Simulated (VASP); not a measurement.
# A VASP study of P2W (rev-vdW-DF2): structure first, properties next, part 5 of 6

What structure and properties does rev-vdW-DF2 give P2W, and how near are they to the measured ones? The start is a cell from a database of measured crystal structures.

VASP 6.6.1; rev-vdW-DF2; plane waves and PAW (P, W).

So far. Step 6 (Density of states (rev-vdW-DF2)): The finer mesh and the other smearing move the Fermi level by -0.02 eV from the 8×8×8 run, a small shift, which tests the Fermi level alone. Of the states within 0.3 eV of the Fermi level, the largest shares in the PAW spheres are W d 56 % and P p 11 %. The rest lies in smaller channels or between the spheres. Step 7 (Zone-centre phonons (rev-vdW-DF2)): The three acoustic modes come out at zero, and all others are real.

**8. Field gradients at the nuclei (rev-vdW-DF2)**

Field gradients probe how far the charge around each nucleus departs from cubic symmetry; LASPH keeps the non-spherical terms inside the spheres.

Input file INCAR:

```
SYSTEM = P2W
PREC = Accurate
ENCUT = 400
EDIFF = 1E-07
NELM = 100
ISMEAR = 0
SIGMA = 0.05
LREAL = .FALSE.
ALGO = Normal
GGA = MK
AGGAC = 0
LUSE_VDW = .TRUE.
PARAM1 = 0.1234
PARAM2 = 0.711357
ZAB_VDW = -1.8867
LASPH = .TRUE.
NBANDS = 22
LORBIT = 11
LWAVE = .FALSE.
LCHARG = .FALSE.
KPAR = 4
LEFG = .TRUE.
```

Input file POSCAR:

```
P2W
1.0
    0.0000000000     -3.1817904227      0.0000000000
   -4.2648654611      1.5908952114     -0.0023169121
   -0.5942634522      1.5908952114     -6.5268136071
P W
4 2
Direct
    0.8620029659      0.7490643294      0.9749416024
    0.1379970341      0.2509356706      0.0250583976
    0.4005650710      0.1989252769      0.6022048652
    0.5994349290      0.8010747231      0.3977951348
    0.1580616582      0.6096052188      0.7065180975
    0.8419383418      0.3903947812      0.2934819025
```

Input file KPOINTS:

```
Automatic mesh
0
Gamma
8 8 8
0 0 0
```

PAW data sets: P and W (PBE family, release 64).

On the command line:

```console
$ mpirun -np 4 vasp_std
```

What it wrote:

```text
[... set-up lines as in an earlier step ...]
 entering main loop
       N       E                     dE             d eps       ncg     rms          rms(c)
[... 12 cycles as in an earlier step ...]
DAV:  13    -0.416772254677E+02    0.95653E-06   -0.44077E-06  9334   0.136E-02    0.848E-03
DAV:  14    -0.416772249482E+02    0.51950E-06   -0.87994E-07  8228   0.518E-03    0.201E-03
DAV:  15    -0.416772249238E+02    0.24446E-07   -0.61757E-08  5814   0.151E-03
ion   1
     0.0000000    -0.0000000    -0.0000000     2.5310819     0.0353400     0.0765366
     0.0000365    -0.0000000    -0.0000000     2.5310819     0.0353400     0.0765366
     0.0000503    -0.0000000    -0.0000000     2.5310819     0.0353400     0.0765366
     0.0000692    -0.0000000    -0.0000000     2.5310819     0.0353400     0.0765366
     0.0000953    -0.0000000    -0.0000000     2.5310819     0.0353400     0.0765367

     0.0000000    -0.0000000    -0.0000000    44.1399893    -3.7773003   -16.1502526
     0.0000365    -0.0000000    -0.0000000    44.1398883    -3.7772909   -16.1502123
     0.0000503    -0.0000000    -0.0000000    44.1398264    -3.7772850   -16.1501877
     0.0000692    -0.0000000    -0.0000000    44.1397232    -3.7772754   -16.1501466
     0.0000953    -0.0000000    -0.0000000    44.1395527    -3.7772593   -16.1500787

ion   2
     0.0000000    -0.0000000    -0.0000000     2.5310819     0.0353400     0.0765366
     0.0000365    -0.0000000    -0.0000000     2.5310819     0.0353400     0.0765366
     0.0000503    -0.0000000    -0.0000000     2.5310819     0.0353400     0.0765366
     0.0000692    -0.0000000    -0.0000000     2.5310819     0.0353400     0.0765366
     0.0000953    -0.0000000    -0.0000000     2.5310819     0.0353400     0.0765367

     0.0000000    -0.0000000    -0.0000000    44.1399893    -3.7773003   -16.1502526
     0.0000365    -0.0000000    -0.0000000    44.1398883    -3.7772909   -16.1502123
     0.0000503    -0.0000000    -0.0000000    44.1398264    -3.7772850   -16.1501877
     0.0000692    -0.0000000    -0.0000000    44.1397232    -3.7772754   -16.1501466
     0.0000953    -0.0000000    -0.0000000    44.1395527    -3.7772593   -16.1500787

ion   3
     0.0000000    -0.0000000    -0.0000000    -1.3862695    -0.5757177     1.2479905
     0.0000365    -0.0000000    -0.0000000    -1.3862695    -0.5757177     1.2479905
     0.0000503    -0.0000000    -0.0000000    -1.3862695    -0.5757177     1.2479905
     0.0000692    -0.0000000    -0.0000000    -1.3862695    -0.5757177     1.2479905
     0.0000953    -0.0000000    -0.0000000    -1.3862695    -0.5757177     1.2479905

     0.0000000    -0.0000000    -0.0000000   -16.9576320    -9.1693338    13.5244465
     0.0000365    -0.0000000    -0.0000000   -16.9575944    -9.1693130    13.5244170
     0.0000503    -0.0000000    -0.0000000   -16.9575714    -9.1693002    13.5243990
     0.0000692    -0.0000000    -0.0000000   -16.9575330    -9.1692789    13.5243689
     0.0000953    -0.0000000    -0.0000000   -16.9574696    -9.1692437    13.5243192

ion   4
     0.0000000    -0.0000000    -0.0000000    -1.3862695    -0.5757177     1.2479905
     0.0000365    -0.0000000    -0.0000000    -1.3862695    -0.5757177     1.2479905
     0.0000503    -0.0000000    -0.0000000    -1.3862695    -0.5757177     1.2479905
     0.0000692    -0.0000000    -0.0000000    -1.3862695    -0.5757177     1.2479905
     0.0000953    -0.0000000    -0.0000000    -1.3862695    -0.5757177     1.2479905

     0.0000000    -0.0000000    -0.0000000   -16.9576320    -9.1693338    13.5244465
     0.0000365    -0.0000000    -0.0000000   -16.9575944    -9.1693130    13.5244170
     0.0000503    -0.0000000    -0.0000000   -16.9575714    -9.1693002    13.5243990
     0.0000692    -0.0000000    -0.0000000   -16.9575330    -9.1692789    13.5243689
     0.0000953    -0.0000000    -0.0000000   -16.9574696    -9.1692437    13.5243192

ion   5
     0.0000000    -0.0000000    -0.0000000     0.8833363    -0.9314494     1.4545468
     0.0000661    -0.0000000    -0.0000000     0.8833363    -0.9314494     1.4545468
     0.0000910    -0.0000000    -0.0000000     0.8833363    -0.9314494     1.4545468
     0.0001253    -0.0000000    -0.0000000     0.8833363    -0.9314494     1.4545468
     0.0001726    -0.0000000    -0.0000000     0.8833364    -0.9314493     1.4545468

     0.0000000    -0.0000000    -0.0000000    90.9588529   -11.7347819    80.9761866
     0.0000661    -0.0000000    -0.0000000    90.8868876   -11.7390369    80.9382561
     0.0000910    -0.0000000    -0.0000000    90.8530631   -11.7410044    80.9211015
     0.0001253    -0.0000000    -0.0000000    90.8018123   -11.7439650    80.8955395
     0.0001726    -0.0000000    -0.0000000    90.7245067   -11.7483981    80.8576565

ion   6
     0.0000000    -0.0000000    -0.0000000     0.8833363    -0.9314494     1.4545468
     0.0000661    -0.0000000    -0.0000000     0.8833363    -0.9314494     1.4545468
     0.0000910    -0.0000000    -0.0000000     0.8833363    -0.9314494     1.4545468
     0.0001253    -0.0000000    -0.0000000     0.8833363    -0.9314494     1.4545468
     0.0001726    -0.0000000    -0.0000000     0.8833364    -0.9314493     1.4545468

     0.0000000    -0.0000000    -0.0000000    90.9588529   -11.7347819    80.9761866
     0.0000661    -0.0000000    -0.0000000    90.8868876   -11.7390369    80.9382561
     0.0000910    -0.0000000    -0.0000000    90.8530631   -11.7410044    80.9211015
     0.0001253    -0.0000000    -0.0000000    90.8018123   -11.7439650    80.8955395
     0.0001726    -0.0000000    -0.0000000    90.7245067   -11.7483981    80.8576565

   1 F= -.41677225E+02 E0= -.41676330E+02  d E =-.178906E-02
```

Run time: 1.9 min. Hardware: 4 MPI ranks of AMD EPYC 7R43, shared host; peak memory 1.9 GiB.

Parts of OUTCAR (step 8):

```text
   NELECT =      32.0000    total number of electrons

 E-fermi :   9.2857

 k-point     1 :       0.0000    0.0000    0.0000
  band No.  band energies     occupation
    ...
     12       6.2909      2.00000
     13       6.9547      2.00000
     14       7.1160      2.00000
     15       7.5240      2.00000
     16       8.9428      2.00000
     17       9.7145      0.00000
     18      10.2447      0.00000
     19      11.0528      0.00000
     20      12.1844      0.00000
     21      12.8382      0.00000
    ...

Total vdW correction in eV:      3.2431223

  Total       -0.0234600     -0.0024961      0.0038756      0.0000000      0.0000000     -0.0154116
  in kB       -0.4244060     -0.0451561      0.0701129      0.0000000      0.0000000     -0.2788061
  external PRESSURE =      -0.1331497 kB  Pullay stress =       0.0000000 kB

 POSITION                                       TOTAL-FORCE (eV/Angst)
 -----------------------------------------------------------------------------------
     -3.77403      0.00000     -6.36500        -0.003381      0.000000     -0.001103
     -1.08510      0.00000     -0.16413         0.003381     -0.000000      0.001103
     -1.20626      0.00000     -3.93094         0.003561     -0.000000      0.001474
     -3.65287     -0.00000     -2.59819        -0.003561      0.000000     -0.001474
     -3.01974      1.59090     -4.61272         0.004320     -0.000000      0.001773
     -1.83939     -1.59090     -1.91641        -0.004320      0.000000     -0.001773
 -----------------------------------------------------------------------------------
    total drift:                               -0.000000     -0.000000     -0.000000

  FREE ENERGIE OF THE ION-ELECTRON SYSTEM (eV)
  ---------------------------------------------------
  free  energy   TOTEN  =       -41.6772249238 eV

  energy  without entropy=      -41.6754358676  energy(sigma->0) =      -41.67633040

Total vdW correction in eV:      3.2431209

 Electric field gradients after diagonalization (V/A^2)
 (convention: |V_zz| > |V_xx| > |V_yy|)
----------------------------------------------------------------------
 ion       V_xx      V_yy      V_zz     asymmetry (V_yy - V_xx)/ V_zz
----------------------------------------------------------------------
   1      47.160    10.142   -57.302       0.646
   2      47.160    10.142   -57.302       0.646
   3      23.428     4.028   -27.457       0.707
   4      23.428     4.028   -27.457       0.707
   5    -115.355   -29.453   144.808       0.593
   6    -115.355   -29.453   144.808       0.593
----------------------------------------------------------------------

[... 9 parts as in an earlier step ...]

[... 8 further parts left out ...]
```

Numbers from this step:

```yaml
scf_cycles: 15
irreducible_k_points: 150
fermi_energy: 9.286 eV
pressure: -0.01331 GPa
```

Electric field gradients, by row:

```
atom  Vxx (V/Å²)  Vyy (V/Å²)  Vzz (V/Å²)  asymmetry
  P1       47.16       10.14       -57.3      0.646
  P2       47.16       10.14       -57.3      0.646
  P3       23.43       4.028      -27.46      0.707
  P4       23.43       4.028      -27.46      0.707
  W5      -115.4      -29.45       144.8      0.593
  W6      -115.4      -29.45       144.8      0.593
```

The largest gradient, 144.81 V/Å², sits on W5 and like sites; the stable nuclei of W have no quadrupole moment in their ground state, so NMR and NQR don't see it.

**9. Independent-particle dielectric function (rev-vdW-DF2)**

LOPTICS sums transitions from filled to empty bands. The mesh is finer than in the run before. NBANDS is raised for it.

Changes to INCAR since step 8:

```diff
@@ -3,3 +3,3 @@
 ENCUT = 400
-EDIFF = 1E-07
+EDIFF = 1E-06
 NELM = 100
@@ -16,3 +16,3 @@
 LASPH = .TRUE.
-NBANDS = 22
+NBANDS = 64
 LORBIT = 11
@@ -21,2 +21,4 @@
 KPAR = 4
-LEFG = .TRUE.
+LOPTICS = .TRUE.
+NEDOS = 1500
+CSHIFT = 0.1
```

POSCAR is that of step 8.

Input file KPOINTS:

```
Automatic mesh
0
Gamma
11 11 11
0 0 0
```

On the command line:

```console
$ mpirun -np 4 vasp_std
```

What it wrote:

```text
[... set-up lines as in an earlier step ...]
 entering main loop
       N       E                     dE             d eps       ncg     rms          rms(c)
DAV:   1     0.881727691808E+02    0.88173E+02   -0.96269E+03 46848   0.358E+02
DAV:   2    -0.380592920049E+02   -0.12623E+03   -0.11477E+03 56464   0.107E+02
DAV:   3    -0.434265354781E+02   -0.53672E+01   -0.52704E+01 57440   0.196E+01
DAV:   4    -0.434515014402E+02   -0.24966E-01   -0.24958E-01 56048   0.154E+00
DAV:   5    -0.434516172514E+02   -0.11581E-03   -0.11581E-03 57288   0.112E-01    0.365E+01
DAV:   6    -0.420249974449E+02    0.14266E+01   -0.31529E-01 68200   0.473E+00    0.142E+01
DAV:   7    -0.418094866817E+02    0.21551E+00   -0.24067E-01 55744   0.297E+00    0.102E+01
DAV:   8    -0.416799010262E+02    0.12959E+00   -0.84669E-02 64496   0.148E+00    0.431E-01
DAV:   9    -0.416805277932E+02   -0.62677E-03   -0.27868E-02 56256   0.469E-01    0.694E-01
DAV:  10    -0.416806004626E+02   -0.72669E-04   -0.97063E-04 56952   0.746E-02    0.332E-01
DAV:  11    -0.416805550300E+02    0.45433E-04   -0.10782E-04 54736   0.422E-02    0.117E-01
DAV:  12    -0.416805730706E+02   -0.18041E-04   -0.52229E-05 56064   0.177E-02    0.154E-02
DAV:  13    -0.416805736231E+02   -0.55254E-06   -0.74062E-07 43320   0.279E-03
   1 F= -.41680574E+02 E0= -.41679607E+02  d E =-.193285E-02
 optical routines
 imaginary and real dielectric function
 recalculating local potential from charge density
 direction            1
 direction            2
 direction            3
```

Wall time 7.1 min (4 MPI ranks); peak memory 7 GiB.

From OUTCAR (step 9):

```text
   k-points           NKPTS =    366   k-points in BZ     NKDIM =    366   number of bands    NBANDS=     64

   NELECT =      32.0000    total number of electrons

 E-fermi :   9.2588

 k-point     1 :       0.0000    0.0000    0.0000
  band No.  band energies     occupation
    ...
     12       6.2906      2.00000
     13       6.9541      2.00000
     14       7.1157      2.00000
     15       7.5242      2.00000
     16       8.9420      2.00000
     17       9.7140      0.00000
     18      10.2445      0.00000
     19      11.0523      0.00000
     20      12.1844      0.00000
     21      12.8374      0.00000
    ...

  Total        0.0041273     -0.0215488     -0.0115160     -0.0000000     -0.0000000      0.0424525
  in kB        0.0746646     -0.3898317     -0.2083313     -0.0000000     -0.0000000      0.7679935
  external PRESSURE =      -0.1744995 kB  Pullay stress =       0.0000000 kB

 POSITION                                       TOTAL-FORCE (eV/Angst)
 -----------------------------------------------------------------------------------
     -3.77403      0.00000     -6.36500        -0.005740      0.000000     -0.010265
     -1.08510      0.00000     -0.16413         0.005740     -0.000000      0.010265
     -1.20626      0.00000     -3.93094         0.013569     -0.000000      0.014072
     -3.65287     -0.00000     -2.59819        -0.013569      0.000000     -0.014072
     -3.01974      1.59090     -4.61272         0.004855     -0.000000      0.021735
     -1.83939     -1.59090     -1.91641        -0.004855      0.000000     -0.021735
 -----------------------------------------------------------------------------------
    total drift:                               -0.000000     -0.000000     -0.000000

  FREE ENERGIE OF THE ION-ELECTRON SYSTEM (eV)
  ---------------------------------------------------
  free  energy   TOTEN  =       -41.6805736231 eV

  energy  without entropy=      -41.6786407749  energy(sigma->0) =      -41.67960720

Total vdW correction in eV:      3.2428641

Total vdW correction in eV:      3.2428641

 plasma frequency squared (from intraband transitions) (eV^2)
  --------------------------------------------------------------------------------------
       5.231      -0.000      -2.526
      -0.000       3.679      -0.000
      -2.526      -0.000      15.205

[... 7 parts as in an earlier step ...]

[... 9 further parts left out ...]
```

These are independent-particle spectra without excitons or local fields, and fine structure depends on the mesh and on CSHIFT. The intraband (Drude) part is not in this spectrum.

Numbers from this step:

```yaml
scf_cycles: 13
bands: 64
irreducible_k_points: 366
fermi_energy: 9.259 eV
pressure: -0.01745 GPa
```

The imaginary dielectric function has structure finer than the step of the table below, so its rows give means over 1 eV, whole bins alone (the curve runs from 0 to 25.0 eV). Peaks (eV: height): xx 0.2: 22.8, 0.7: 19.7, 4.6: 25.9; yy 0.2: 11.3, 0.9: 13.2, 4.4: 21.4; zz 0.2: 36.1, 0.7: 37.9, 4.4: 20.3.

Imaginary dielectric function against photon energy; means over each step:

```
photon energy (eV)     xx     yy     zz
                 1   15.4   11.5   27.6
                 2   16.6   12.5   13.7
                 3   17.6   16.6   16.2
                 4   23.1   19.5   19.2
                 5   22.2   19.6   18.7
                 6   16.1   15.4   14.8
                 7   13.0   10.7   10.9
                 8   8.29   7.82   8.52
                 9   4.85   5.75   5.28
                10   3.12   3.71   3.45
                11   2.12   2.93   3.03
                12   1.53   2.36   2.50
                13   1.18   1.79   1.76
                14  0.846   1.35   1.26
                15  0.629  0.926  0.872
                16  0.463  0.690  0.587
                17  0.373  0.536  0.426
                18  0.326  0.402  0.357
                19  0.277  0.336  0.289
                20  0.242  0.275  0.241
                21  0.232  0.225  0.215
                22  0.202  0.201  0.187
                23  0.198  0.182  0.173
                24  0.213  0.161  0.159
```

Table of real dielectric function by photon energy:

```
photon energy (eV)       xx       yy       zz
                 0     66.7     40.8     97.3
                 1     22.0     20.8     11.9
                 2     18.9     20.5     19.2
                 3     17.5     17.2     12.1
                 4     10.8     10.8     9.16
                 5    -2.09     3.08     1.45
                 6    -3.89    -4.41    -4.14
                 7    -4.56    -3.92    -3.82
                 8    -8.16    -5.39    -4.75
                 9    -6.61    -5.02    -5.73
                10    -5.12    -4.21    -4.08
                11    -3.98    -3.18    -3.03
                12    -3.04    -2.82    -2.99
                13    -2.53    -2.53    -2.60
                14    -2.00    -2.12    -2.22
                15    -1.60    -1.78    -1.84
                16    -1.25    -1.35    -1.45
                17   -0.908    -1.10    -1.06
                18   -0.695   -0.822   -0.820
                19   -0.503   -0.618   -0.598
                20   -0.327   -0.448   -0.412
                21   -0.196   -0.288   -0.263
                22  -0.0900   -0.153   -0.153
                23   0.0309  -0.0508  -0.0336
                24    0.103   0.0491   0.0421
```

(Continued in part 6 of 6.)

[Lines on the potential files, build, host, timing and source positions are cut from VASP's logs without a mark.]

[Logs are printed without paths, hosts, clocks, repeated set-up lines and the standing remarks that a program may print on its own settings, such as how far it seeks lower states.]

[Hosts, paths, dates, database ids (printed as entryN), source tags and the programs' standing remarks are cut or masked in the printed files.]

[A measured line is paired with the nearest computed mode of its activity, which favours agreement.]

[In band tables of VASP the shares of atoms and orbitals are scaled to a sum of 1 inside the atoms' spheres.]
